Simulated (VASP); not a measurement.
A convergence study with VASP on Co (hcp): one setting is varied, all else stays as given below, so the limit is that of these other settings. Each run relaxes cell and ions from the cell shown.

```yaml
crystal:
  lattice:
    - [1.25500, -2.17372, 0.00000]
    - [1.25500, 2.17372, 0.00000]
    - [0.00000, 0.00000, 4.07000]
  atoms:
    - { symbol: Co, position: [0.33333, 0.66667, 0.25000], spin: 1.8 }
    - { symbol: Co, position: [0.66667, 0.33333, 0.75000], spin: 1.8 }
```

Calculation: LDA (Ceperley-Alder, Perdew-Zunger), VASP's LDA PAW potentials (set 64) (plane waves; VASP 6.6.1). The tightest run used: 550 eV cut-off, 22×22×12 Γ-centred mesh, first-order Methfessel-Paxton smearing of 0.10 eV, potentials Co.

Problem. The settings run are 2×2×1 mesh; 3×3×2 mesh; 4×4×2 mesh; 5×5×3 mesh; 6×6×3 mesh; 7×7×4 mesh; 8×8×4 mesh; 9×9×5 mesh; 10×10×5 mesh; 11×11×6 mesh; 12×12×6 mesh; 13×13×7 mesh; 14×14×7 mesh; 15×15×8 mesh; 16×16×8 mesh; 17×17×9 mesh; 18×18×9 mesh; 19×19×10 mesh; 20×20×11 mesh; 21×21×11 mesh; 22×22×12 mesh. From which on does the relaxed volume stay within 0.05 Å³/atom of the tightest run?

Solution. From 9×9×5 mesh on: it is off by 0.008 there and by no more than 0.05 in any finer run, while 8×8×4 mesh is off by 0.071.
| setting | relaxed volume (Å³/atom) | E (eV/atom) | moment (μB) | irreducible k-points | difference judged (Å³/atom) |
|---|---|---|---|---|---|
| 2×2×1 mesh | 9.985 | -7.7994 | 3.000 | 2 | 0.022 |
| 3×3×2 mesh | 10.036 | -8.0368 | 2.770 | 6 | 0.073 |
| 4×4×2 mesh | 9.492 | -8.1412 | 0.155 | 8 | 0.471 |
| 5×5×3 mesh | 10.000 | -8.0890 | 3.117 | 10 | 0.036 |
| 6×6×3 mesh | 9.987 | -8.1582 | 3.107 | 14 | 0.024 |
| 7×7×4 mesh | 9.942 | -8.1153 | 2.879 | 24 | 0.022 |
| 8×8×4 mesh | 10.034 | -8.1245 | 3.194 | 30 | 0.071 |
| 9×9×5 mesh | 9.972 | -8.1291 | 3.000 | 36 | 0.008 |
| 10×10×5 mesh | 9.927 | -8.1208 | 2.836 | 42 | 0.036 |
| 11×11×6 mesh | 9.990 | -8.1300 | 3.061 | 64 | 0.026 |
| 12×12×6 mesh | 9.953 | -8.1282 | 2.947 | 76 | 0.011 |
| 13×13×7 mesh | 9.976 | -8.1257 | 3.009 | 84 | 0.012 |
| 14×14×7 mesh | 9.960 | -8.1277 | 2.964 | 96 | 0.004 |
| 15×15×8 mesh | 9.970 | -8.1250 | 2.993 | 135 | 0.006 |
| 16×16×8 mesh | 9.977 | -8.1267 | 3.014 | 150 | 0.013 |
| 17×17×9 mesh | 9.953 | -8.1261 | 2.941 | 165 | 0.010 |
| 18×18×9 mesh | 9.978 | -8.1254 | 3.021 | 185 | 0.015 |
| 19×19×10 mesh | 9.968 | -8.1268 | 2.989 | 240 | 0.005 |
| 20×20×11 mesh | 9.963 | -8.1262 | 2.971 | 264 | 0.001 |
| 21×21×11 mesh | 9.975 | -8.1266 | 3.009 | 288 | 0.011 |
| 22×22×12 mesh | 9.964 | -8.1265 | 2.974 | 364 | 0.000 |

Left out are rungs that failed or repeat a setting and relaxations that didn't move; long series are thinned to 24 rows.

The compound is Co in the hcp structure. The spin order is the one that the start imposed; others were not tried in this run.
